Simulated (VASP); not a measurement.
An input for Quantum ESPRESSO's pw.x (written as the equivalent of a VASP run, and not itself run):

```
&CONTROL
  calculation = 'scf'
  pseudo_dir = './pseudo'
  outdir = './out'
  tprnfor = .true.
  tstress = .true.
/
&SYSTEM
  ibrav = 0
  nat = 6
  ntyp = 2
  ecutwfc = 94
  occupations = 'smearing'
  smearing = 'gaussian'
  degauss = 0.00735
  input_dft = 'pbe'
  nspin = 2
  starting_magnetization(2) = 0.3
/
&ELECTRONS
  conv_thr = 7.3e-08
  electron_maxstep = 100
/
ATOMIC_SPECIES
  Be 9.012 Be.upf
  Cr 51.996 Cr.upf
CELL_PARAMETERS angstrom
     0.0000000    3.0496740    3.0496740
     3.0496740    0.0000000    3.0496740
     3.0496740    3.0496740    0.0000000
ATOMIC_POSITIONS crystal
  Be   0.1250000  0.1250000  0.1250000
  Be   0.6250000  0.1250000  0.1250000
  Be   0.1250000  0.6250000  0.1250000
  Be   0.1250000  0.1250000  0.6250000
  Cr   0.7500000  0.7500000  0.7500000
  Cr   0.5000000  0.5000000  0.5000000
K_POINTS automatic
  7 7 7 0 0 0
```

Write the VASP files for the same calculation (PBE).

One answer among several that fit: 
File POSCAR:
```
Be2Cr
1
    0.0000000000     3.0496740000     3.0496740000
    3.0496740000     0.0000000000     3.0496740000
    3.0496740000     3.0496740000     0.0000000000
Be Cr
4 2
Direct
  0.1250000000   0.1250000000   0.1250000000
  0.6250000000   0.1250000000   0.1250000000
  0.1250000000   0.6250000000   0.1250000000
  0.1250000000   0.1250000000   0.6250000000
  0.7500000000   0.7500000000   0.7500000000
  0.5000000000   0.5000000000   0.5000000000
```

KPOINTS:
```
Automatic mesh
0
Gamma
7 7 7
0 0 0
```

**INCAR**
```
LORBIT = 11
GGA = PE
SYSTEM = Be2Cr
EDIFF = 1E-6
MAGMOM = 0.0 0.0 0.0 0.0 3.0 3.0
ISPIN = 2   # spin-polarised
NELM = 100
LREAL = .FALSE.
SIGMA = 0.1
LMAXMIX = 4
LASPH = .TRUE.   # aspherical one-centre terms
ALGO = Normal   # blocked Davidson
LWAVE = .FALSE.
ISIF = 2
LCHARG = .FALSE.
PREC = Accurate
ENCUT = 300   # plane-wave cut-off (eV)
ISMEAR = 0   # Gaussian
```

POTCAR, in this order: Be Cr_pv (PBE.64 set). Program: vasp_std.

The two are equivalent in intent, not identical: the potentials are each code's own (VASP's PAW set, PseudoDojo norm-conserving files in pw.x), so ENCUT and ecutwfc are chosen apart and not converted; conv_thr bounds pw.x's estimated SCF error, while EDIFF bounds the energy change between steps; starting_magnetization is a fraction of the valence charge and MAGMOM a moment in μB, so they match only roughly.

The structure was generated: Be2Cr was put into an ordered model structure, which need not be its known phase. The cell was not relaxed at this level.
